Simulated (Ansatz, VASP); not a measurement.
# SiW2C2Cl2O2 (Cl-SiC-Cl chair under W2CO2 MXene, AA') in two plane-wave programs, part 2 of 3

Aim: how closely do two programs agree when they are given the same cell, functional and k mesh? The cell is taken from a series of runs on this material, whose earlier steps may have relaxed, scaled, displaced or heated it; both programs get it as it stands.

VASP 6.6.1 and Ansatz 0.2.0.

So far: Set-up; VASP: single point, PBE with D3(BJ).

### Step 3. Ansatz: single point, PBE with D3(BJ)

Level of this step: Ansatz beside VASP: Kohn-Sham DFT, plane waves, PBE with D3(BJ) (Ansatz).

Ansatz runs on its default PAW (the set named soft_2) files.

The same cell, functional, mesh and smearing now go to Ansatz, which takes its cutoff from its data sets.

Input file input.yaml:

```yaml
crystal:
  lattice:
    - [3.1465612026, 0.0, 0.0]
    - [-1.5732806013, 2.725001936, 0.0]
    - [0.0, 0.0, 29.6614519159]
  atoms:
    - { symbol: Cl, position: [0.6666666667, 0.3333333333, 0.3034241218] }
    - { symbol: C, position: [0.6666666667, 0.3333333333, 0.3647823812] }
    - { symbol: Si, position: [0.3333333333, 0.6666666667, 0.3841341292] }
    - { symbol: Cl, position: [0.3333333333, 0.6666666667, 0.4525746951] }
    - { symbol: O, position: [0.0, 0.0, 0.5475747969] }
    - { symbol: W, position: [0.6666666667, 0.3333333333, 0.58535255] }
    - { symbol: C, position: [0.3333333333, 0.6666666667, 0.6220859213] }
    - { symbol: W, position: [0.0, 0.0, 0.6589046369] }
    - { symbol: O, position: [0.6666666667, 0.3333333333, 0.6965758782] }
kpoints:
  mp_grid: { grid: [18, 18, 1] }
  band_path:
    path: [[0, 0, 0], [0.5, 0, 0], [0.33333333, 0.33333333, 0], [0, 0, 0]]
    npoints: 16
hamiltonian:
  xc: pbe
  dispersion: d3bj
scf:
  occupations: { method: fermi_dirac, width: 0.02585 }
  convergence: { dr2_threshold: 1.0e-10 }
efield:
  axis: 3
  dipole_correction: true
  ramp_position: 0.97
  ramp_width: 0.06
  amplitude: 0
output:
  dos: { projected: true, e_range: [-6, 5] }
  bader: true
  write_potential: true
  write_density: true
  volumetric_format: npy
  elf: true
```

Run with:

```console
$ ansatz run input.yaml --threads 4 --pin off --max-ram 6144MiB --backend cpu --events-out ev --progress --plain --runs-dir out
```

Numbers of over 12 decimals in the logs are rounded to 6 here.

The log of the run:

```text
Engine: ansatz 0.2.0, aarch64-unknown-linux-gnu
Pseudopotentials: kind: paw
Pseudopotential: Cl, paw, valence charge 7, recommended cutoff 420 eV (normal), Cl.paw.azcp
Pseudopotential: C, paw, valence charge 4, recommended cutoff 420 eV (normal), C.paw.azcp
Pseudopotential: Si, paw, valence charge 4, recommended cutoff 420 eV (normal), Si.paw.azcp
Pseudopotential: O, paw, valence charge 6, recommended cutoff 420 eV (normal), O.paw.azcp
Pseudopotential: W, paw, valence charge 14, recommended cutoff 420 eV (normal), W.paw.azcp
Functional definition: PBE
  parameter kappa = 0.804
  parameter beta = 0.066725
  exchange = pbe_x(kappa = kappa, mu = beta*pi^2/3)
  correlation = pbe_c(beta = beta)
Crystal: 9 atoms, lattice volume = 254.329 Å³
Basis set: ecut = 420 eV, 4935 PW (Γ)
Bands: 42, of which v1, the nominal top of the filled ones, is band 33 counted from 1 (32 counted from 0)
Symmetry: 6 space group operations
Space group: P3m1 (ITA 156), of the structure as read, at distance tolerance 6.3e-5 Å
k-points: 37 of 324 (time reversal used)
Non-local potential: Cl, projectors of the file, l = 0: 2, l = 1: 2, l = 2: 2
Non-local potential: C, projectors of the file, l = 0: 2, l = 1: 2, l = 2: 1
Non-local potential: Si, projectors of the file, l = 0: 2, l = 1: 2, l = 2: 2
Non-local potential: O, projectors of the file, l = 0: 2, l = 1: 2, l = 2: 1
Non-local potential: W, projectors of the file, l = 0: 3, l = 1: 2, l = 2: 2, l = 3: 1
PAW form: soft (Blöchl's): semilocal exchange-correlation on the pseudo side does not see the compensation charge
PAW one-centre angular grid: Cl, 110 points (default); XC on 64 Gauss nodes
PAW one-centre angular grid: C, 110 points (default); XC on 64 Gauss nodes
PAW one-centre angular grid: Si, 110 points (default); XC on 64 Gauss nodes
PAW one-centre angular grid: O, 110 points (default); XC on 64 Gauss nodes
PAW one-centre angular grid: W, 590 points (default); XC on 64 Gauss nodes
Initial density: superposition of atomic densities (neutral atoms: chi_scale 0, normalization atom), corrected by the library's trained network
Initial wavefunctions: pseudopotential atomic-orbital guess
Functional: x = pbe(κ = 0.804, μ = 0.219515), c = pbe(β = 0.066725)
SCF iter   1: F=—  HF=-25203.575238 eV  |F-HF|=—  |Δ(HF+E_count)|=         —  Δρ=5.82e-3  dr2=1.73e-1  ethr=1.77e-3  p=-0.073 e·Å  D=-5.17e-2 V/Å  ΔV_dip=1.53 eV  dr2_dipole=3.51e-2  V_vac-E_F(+/−)=6.15/4.61 eV  ⟨swp⟩=8.7  Hψ=8295  notcnv=0  defer=9
efield: sawtooth ramp at fractional position 0.9700 (set: `efield.ramp_position`, or a place that a band, a saddle search or an elastic batch's reference lends), width 0.0600; the density the first Hamiltonian is built on has a dipole p = -0.073 e·Å; the dipole correction subtracts the counter field D = -5.17e-2 V/Å, which shifts the + side's vacuum level by +1.53 eV against the − side's; the planar-averaged density in the ramp window peaks in size at 3.5e-5 e/Å³
preconditioner: auto → LDOS  [insulator: Δε(μ)=0.101 eV  Ē_g=10.209 eV  σ=0.026 eV  W_gap=0.74  n_scr=20 (ndim 8)  ℏωp=16.5 eV  f_vac=0.516  D(μ)=0.96/eV (n_scr^D=6)  ε∞_Penn≈3.6  β→1.0]
SCF iter   2: F=—  HF=-25209.330388 eV  |F-HF|=—  |Δ(HF+E_count)|=    5.76e0  Δρ=7.13e-2  dr2=4.12e2  ethr=2.63e-4  p=0.167 e·Å  D=1.19e-1 V/Å  ΔV_dip=-3.52 eV  dr2_dipole=2.26e2  V_vac-E_F(+/−)=4.65/8.17 eV  ⟨swp⟩=4.9  Hψ=4110  notcnv=0  defer=128  recentre
SCF iter   3: F=—  HF=-25203.568693 eV  |F-HF|=—  |Δ(HF+E_count)|=    5.76e0  Δρ=4.98e-3  dr2=1.46e-1  ethr=2.63e-4  p=-0.073 e·Å  D=-5.21e-2 V/Å  ΔV_dip=1.55 eV  dr2_dipole=3.49e-2  V_vac-E_F(+/−)=6.11/4.57 eV  ⟨swp⟩=3.6  Hψ=3547  notcnv=0  defer=66
SCF iter   4: F=—  HF=-25203.562878 eV  |F-HF|=—  |Δ(HF+E_count)|=   5.82e-3  Δρ=3.89e-3  dr2=1.12e-1  ethr=2.21e-4  p=-0.073 e·Å  D=-5.20e-2 V/Å  ΔV_dip=1.54 eV  dr2_dipole=3.44e-2  V_vac-E_F(+/−)=6.08/4.53 eV  ⟨swp⟩=1.0  Hψ=1850  notcnv=0  defer=67
SCF iter   5: F=—  HF=-25203.555912 eV  |F-HF|=—  |Δ(HF+E_count)|=   6.97e-3  Δρ=2.38e-3  dr2=7.49e-2  ethr=1.70e-4  p=-0.071 e·Å  D=-5.03e-2 V/Å  ΔV_dip=1.49 eV  dr2_dipole=3.03e-2  V_vac-E_F(+/−)=6.01/4.52 eV  ⟨swp⟩=1.7  Hψ=1509  notcnv=0  defer=67
SCF iter   6: F=—  HF=-25203.548774 eV  |F-HF|=—  |Δ(HF+E_count)|=   7.14e-3  Δρ=7.85e-4  dr2=4.32e-2  ethr=1.13e-4  p=-0.064 e·Å  D=-4.55e-2 V/Å  ΔV_dip=1.35 eV  dr2_dipole=2.25e-2  V_vac-E_F(+/−)=5.93/4.58 eV  ⟨swp⟩=2.2  Hψ=1763  notcnv=0  defer=69
SCF iter   7: F=—  HF=-25203.545921 eV  |F-HF|=—  |Δ(HF+E_count)|=   2.85e-3  Δρ=6.38e-4  dr2=3.38e-2  ethr=6.54e-5  p=-0.059 e·Å  D=-4.18e-2 V/Å  ΔV_dip=1.24 eV  dr2_dipole=1.83e-2  V_vac-E_F(+/−)=5.93/4.69 eV  ⟨swp⟩=1.2  Hψ=1861  notcnv=0  defer=75
SCF iter   8: F=—  HF=-25203.543614 eV  |F-HF|=—  |Δ(HF+E_count)|=   2.31e-3  Δρ=5.94e-4  dr2=2.79e-2  ethr=5.12e-5  p=-0.054 e·Å  D=-3.87e-2 V/Å  ΔV_dip=1.15 eV  dr2_dipole=1.54e-2  V_vac-E_F(+/−)=5.92/4.78 eV  ⟨swp⟩=1.0  Hψ=1475  notcnv=0  defer=75
[...]
SCF iter  11: F=—  HF=-25203.538907 eV  |F-HF|=—  |Δ(HF+E_count)|=   4.38e-4  Δρ=5.17e-4  dr2=1.76e-2  ethr=2.91e-5  p=-0.037 e·Å  D=-2.64e-2 V/Å  ΔV_dip=0.78 eV  dr2_dipole=9.48e-3  V_vac-E_F(+/−)=5.88/5.09 eV  ⟨swp⟩=1.1  Hψ=1504  notcnv=0  defer=78
SCF iter  12: F=—  HF=-25203.539333 eV  |F-HF|=—  |Δ(HF+E_count)|=   4.26e-4  Δρ=3.95e-4  dr2=1.32e-2  ethr=2.67e-5  p=-0.044 e·Å  D=-3.12e-2 V/Å  ΔV_dip=0.92 eV  dr2_dipole=7.11e-3  V_vac-E_F(+/−)=5.91/4.99 eV  ⟨swp⟩=1.4  Hψ=1617  notcnv=0  defer=78
SCF iter  13: F=—  HF=-25203.538526 eV  |F-HF|=—  |Δ(HF+E_count)|=   8.08e-4  Δρ=8.55e-5  dr2=8.44e-5  ethr=2.00e-5  p=-0.040 e·Å  D=-2.84e-2 V/Å  ΔV_dip=0.84 eV  dr2_dipole=9.91e-8  V_vac-E_F(+/−)=5.90/5.05 eV  ⟨swp⟩=1.2  Hψ=1514  notcnv=0  defer=78
SCF iter  14: F=—  HF=-25203.538555 eV  |F-HF|=—  |Δ(HF+E_count)|=   2.96e-5  Δρ=1.69e-4  dr2=2.27e-3  ethr=1.28e-7  p=-0.039 e·Å  D=-2.76e-2 V/Å  ΔV_dip=0.82 eV  dr2_dipole=1.17e-3  V_vac-E_F(+/−)=5.89/5.07 eV  ⟨swp⟩=2.2  Hψ=2529  notcnv=0  defer=74
SCF iter  15: F=—  HF=-25203.538509 eV  |F-HF|=—  |Δ(HF+E_count)|=   4.64e-5  Δρ=9.28e-5  dr2=6.77e-4  ethr=1.28e-7  p=-0.039 e·Å  D=-2.79e-2 V/Å  ΔV_dip=0.83 eV  dr2_dipole=3.43e-4  V_vac-E_F(+/−)=5.89/5.07 eV  ⟨swp⟩=1.0  Hψ=1488  notcnv=0  defer=74
SCF iter  16: F=—  HF=-25203.538482 eV  |F-HF|=—  |Δ(HF+E_count)|=   2.70e-5  Δρ=2.63e-5  dr2=5.52e-5  ethr=1.28e-7  p=-0.040 e·Å  D=-2.83e-2 V/Å  ΔV_dip=0.84 eV  dr2_dipole=2.97e-5  V_vac-E_F(+/−)=5.90/5.06 eV  ⟨swp⟩=1.9  Hψ=1661  notcnv=0  defer=74
SCF iter  17: F=—  HF=-25203.538485 eV  |F-HF|=—  |Δ(HF+E_count)|=   2.55e-6  Δρ=3.33e-6  dr2=2.13e-7  ethr=8.37e-8  p=-0.040 e·Å  D=-2.82e-2 V/Å  ΔV_dip=0.84 eV  dr2_dipole=7.38e-8  V_vac-E_F(+/−)=5.90/5.06 eV  ⟨swp⟩=1.0  Hψ=1489  notcnv=0  defer=74
SCF iter  18: F=—  HF=-25203.538186 eV  |F-HF|=—  |Δ(HF+E_count)|=   2.99e-4  Δρ=4.25e-6  dr2=1.25e-6  ethr=3.22e-10  p=-0.040 e·Å  D=-2.82e-2 V/Å  ΔV_dip=0.84 eV  dr2_dipole=6.41e-7  V_vac-E_F(+/−)=5.90/5.06 eV  ⟨swp⟩=2.5  Hψ=2450  notcnv=0  defer=74
SCF iter  19: F=—  HF=-25203.538186 eV  |F-HF|=—  |Δ(HF+E_count)|=   1.68e-8  Δρ=3.02e-6  dr2=7.32e-7  ethr=3.22e-10  p=-0.040 e·Å  D=-2.82e-2 V/Å  ΔV_dip=0.84 eV  dr2_dipole=3.88e-7  V_vac-E_F(+/−)=5.90/5.06 eV  ⟨swp⟩=1.0  Hψ=1478  notcnv=0  defer=74
SCF iter  20: F=—  HF=-25203.538186 eV  |F-HF|=—  |Δ(HF+E_count)|=   2.22e-8  Δρ=8.06e-7  dr2=4.31e-8  ethr=3.22e-10  p=-0.040 e·Å  D=-2.82e-2 V/Å  ΔV_dip=0.84 eV  dr2_dipole=2.32e-8  V_vac-E_F(+/−)=5.90/5.06 eV  ⟨swp⟩=1.0  Hψ=1478  notcnv=0  defer=74
SCF iter  21: F=—  HF=-25203.538186 eV  |F-HF|=—  |Δ(HF+E_count)|=   1.52e-9  Δρ=2.93e-7  dr2=5.41e-10  ethr=6.53e-11  p=-0.040 e·Å  D=-2.82e-2 V/Å  ΔV_dip=0.84 eV  dr2_dipole=6.32e-12  V_vac-E_F(+/−)=5.90/5.06 eV  ⟨swp⟩=1.1  Hψ=1545  notcnv=0  defer=74
SCF iter  22: F=-25203.538186 eV  HF=-25203.538186 eV  |F-HF|=7.28e-11  |Δ(HF+E_count)|=  1.71e-10  Δρ=1.08e-7  dr2=6.64e-11  ethr=1.00e-12  p=-0.040 e·Å  D=-2.82e-2 V/Å  ΔV_dip=0.84 eV  dr2_dipole=6.86e-12  V_vac-E_F(+/−)=5.90/5.06 eV  ⟨swp⟩=12.7  Hψ=5790  notcnv=0
SCF 1 converged in 22 iterations: F = -25203.538186 eV  dr2 = 6.64e-11
  greatest PAW one-centre occupation: 1.000 electrons in one spin orbital (limit 2), on the W atom at site 7 (counted from 0), in its partial waves of l = 0
NSCF: frozen V_eff on 49 k-points
efield: sawtooth ramp at fractional position 0.9700 (kept from the solve that this one continues, or follows in the run), width 0.0600; the density the first Hamiltonian is built on has a dipole p = -0.040 e·Å; the dipole correction subtracts the counter field D = -2.82e-2 V/Å, which shifts the + side's vacuum level by +0.84 eV against the − side's; the planar-averaged density in the ramp window peaks in size at 3.3e-6 e/Å³
WARN: The output density's exchange-correlation potential varies sharply where the density is thin. Do not read a vacuum level from v_tot or v_xc, or from such a field of the output density. On a cell that repeats whose density bears no net charge and no dipole along the vacuum's axis use v_es (v_loc + v_h of the components); under efield.dipole_correction with no amplitude use v_es + v_field, which holds any externa [...]
SCF converged after 22 iterations
Free energy (F): -25203.538186 eV
Harris-Foulkes:  -25203.538186 eV  (|F-HF|=7.28e-11)
Internal energy: -25203.534791 eV  (E = F + TS)
E sigma→0 (E₀):  -25203.536489 eV
Entropy (-TS):   -0.003395 eV (-0.377 meV/atom)
Fermi energy:    2.323659 eV
Dipole field:    D = -0.028219 V/Å  (p = -0.039662 e·Å, saw-weighted, corrected)
Work function:   Φ+ = 5.8967 eV   Φ− = 5.0596 eV
Levels:          The Fermi level and band energies are counted from a zero that moves with the ramp; work functions are not
--- Per-component energies (eV) ---
  E_band       = -992.093886
  E_kinetic    = 1798.366684
  E_local      = -79157.874814  (includes V_loc(G=0)·N_el)
  E_nonlocal   = 230.922812
  E_hartree    = 38770.541497
  E_xc         = -1048.737044
  E_vxc        = -1078.159432  (∫ρ·V_xc dr)
  E_paw        = -19468.990047  (= ΣΔE_a)
  E_vpaw       = -328.665451  (= ΣTr[D̂ρ^β])
  E_aug_tail   = 0.004921  (compensation charges beyond the density's cutoff)
  E_efield     = 0.000560  (sawtooth field / dipole correction)
  E_vefield    = 2.228000  (∫n·V_field dr)
  E_ewald      = 33674.392756
  E_disp       = -2.162117  (pairwise vdW)
  E_smearing   = -0.003395  (= −TS)
  E_closure    = 0.000000  (closes the sum)
  Σ components = -25203.538186   (vs F -25203.538186, Δ=0.00e0)
--- Band table (eV; the first three rows and the last of 37) ---
  k-point 0: bands = [... 29 lower, 1.1772, 1.1772, 1.6848, 2.3257, 2.3257, 3.1524, 3.1524, 3.7851, ... 5 higher]
  k-point 1: bands = [... 29 lower, 1.0209, 1.1467, 1.7064, 2.1650, 2.2931, 3.1970, 3.2040, 3.8464, ... 5 higher]
  k-point 2: bands = [... 29 lower, 0.6673, 1.0603, 1.7283, 1.8483, 2.2018, 3.3203, 3.3452, 4.0344, ... 5 higher]
  k-point 36: bands = [... 29 lower, -0.6212, -0.5775, 1.6382, 1.7027, 1.7040, 4.1932, 4.2091, 4.9882, ... 5 higher]
--- Bader charges: 9 sites ---
  site symbol  charge [e]  shift [e]
     0     Cl     -0.1921     0.0009
     1      C     -1.8528     0.0104
     2     Si      2.7870     0.0149
     3     Cl     -0.7273     0.0036
     4      O     -1.1218     0.0008
     5      W      1.9634     0.0028
     6      C     -1.7129     0.0040
     7      W      1.9716     0.0028
     8      O     -1.1150     0.0008
  estimated error of the sums over rays = 7.5e-4 e
```

### Step 4. Side by side

Known differences besides the potentials themselves: the data sets hold 66 valence electrons in Ansatz (on its default PAW (the set named soft_2) files) and 50 in VASP; the cutoff is 420 eV in Ansatz and 520 eV in VASP. Total energies have different zeros and are not compared.

The two programs side by side:

```csv
quantity,Ansatz,VASP,difference
"work function, lower of the two faces (eV)",5.06,5.09,-0.03
"work function, higher of the two faces (eV)",5.90,5.99,-0.10
```

VASP's last cycles still show a density residual of 1e-02, so its state may not be settled. With vacuum in the cell, a pressure given here is an average over mostly empty space and none of the material.

### Step 5. VASP: single point, PBE, spin-orbit coupling

A single point gives forces, pressure and levels at one fixed geometry, so differences don't come from the geometry; what else differs is listed under the comparison.

Input file INCAR:

```
SYSTEM = SiW2C2Cl2O2
PREC = Accurate
ENCUT = 520
EDIFF = 1E-06
NELM = 200
ISMEAR = -1
SIGMA = 0.02585
LREAL = .FALSE.
ALGO = Normal
GGA = PE
LNONCOLLINEAR = .TRUE.
MAGMOM = 0 0 0 0 0 0 0 0 0 0 0 0 0 0 0 0 0 0 0 0 0 0 0 0 0 0 0
NBANDS = 68
GGA_COMPAT = .FALSE.
LASPH = .TRUE.
LSORBIT = .TRUE.
LMAXMIX = 4
LORBIT = 11
LWAVE = .FALSE.
LCHARG = .FALSE.
ISIF = 2
LDIPOL = .TRUE.
IDIPOL = 3
DIPOL = 0.5 0.5 0.516
LVHAR = .TRUE.
NELMDL = -8
KPAR = 2
```

Input file POSCAR:

```
SiW2C2Cl2O2
1.0
    3.1465612026      0.0000000000      0.0000000000
   -1.5732806013      2.7250019360      0.0000000000
    0.0000000000      0.0000000000     29.6614519159
Cl C Si O W
2 2 1 2 2
Direct
    0.6666666667      0.3333333333      0.3034241218
    0.3333333333      0.6666666667      0.4525746951
    0.6666666667      0.3333333333      0.3647823812
    0.3333333333      0.6666666667      0.6220859213
    0.3333333333      0.6666666667      0.3841341292
    0.0000000000      0.0000000000      0.5475747969
    0.6666666667      0.3333333333      0.6965758782
    0.6666666667      0.3333333333      0.5853525500
    0.0000000000      0.0000000000      0.6589046369
```

Input file KPOINTS:

```
Automatic mesh
0
Gamma
12 12 1
0 0 0
```

PAW data sets: Cl, C, Si, O and W (PBE family, release 64).

Run with:

```console
$ mpirun -np 2 vasp_ncl
```

The log of the run:

```text
[... set-up lines as in an earlier step ...]
 entering main loop
       N       E                     dE             d eps       ncg     rms          rms(c)
DAV:   1     0.392564530080E+03    0.39256E+03   -0.21333E+04  4320   0.123E+03
DAV:   2    -0.244492978537E+02   -0.41701E+03   -0.39903E+03  5760   0.295E+02
DAV:   3    -0.776345250072E+02   -0.53185E+02   -0.51973E+02  5096   0.106E+02
DAV:   4    -0.796281238243E+02   -0.19936E+01   -0.19740E+01  5640   0.221E+01
[...]
DAV:  40    -0.689183713479E+02    0.39295E-05   -0.75629E-08  2904   0.491E-03    0.183E-02
DAV:  41    -0.689183672101E+02    0.41378E-05   -0.73720E-07  3548   0.126E-02    0.926E-03
DAV:  42    -0.689183681504E+02   -0.94035E-06   -0.11844E-06  3856   0.116E-02
   1 F= -.68918368E+02 E0= -.68915693E+02  d E =-.535110E-02  mag=    -0.0000    -0.0000     0.0000
```

(Continued in part 3 of 3.)

[Lines on the potential files, build, host, timing and source positions are cut from VASP's logs without a mark.]

[Logs are printed without paths, hosts, clocks, repeated set-up lines and the standing remarks that a program may print on its own settings, such as how far it seeks lower states.]

[Hosts, paths, dates, database ids (printed as entryN), source tags and the programs' standing remarks are cut or masked in the printed files.]
